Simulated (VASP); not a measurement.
Consider the following.

```yaml
crystal:
  lattice:
    - [0.00000, 3.22629, 3.22629]
    - [3.22629, 0.00000, 3.22629]
    - [3.22629, 3.22629, 0.00000]
  atoms:
    - { symbol: Ba, position: [0.00000, 0.00000, 0.00000] }
    - { symbol: S, position: [0.50000, 0.50000, 0.50000] }
```

These are r2SCAN meta-GGA with spin-orbit coupling, VASP's PBE PAW potentials (set 64) (plane waves; VASP) values and carry that method's errors. Settings: 400 eV cut-off, 7×7×7 Γ-centred mesh, Gaussian smearing of 0.050 eV, potentials Ba_sv S.

### Question
What does the run give for the energy per atom (σ→0), band gap (over mesh and band path) with the smallest direct gap where there is one?

### Answer

- band gap (over mesh and band path) = 2.46 eV
- smallest direct gap (over mesh and band path) = 2.58 eV
- energy per atom (σ→0) = -19.695 eV/atom

Total energies compare only between runs with the same potentials, cut-off and functional.

The compound is BaS in the rock salt structure. It was relaxed first.
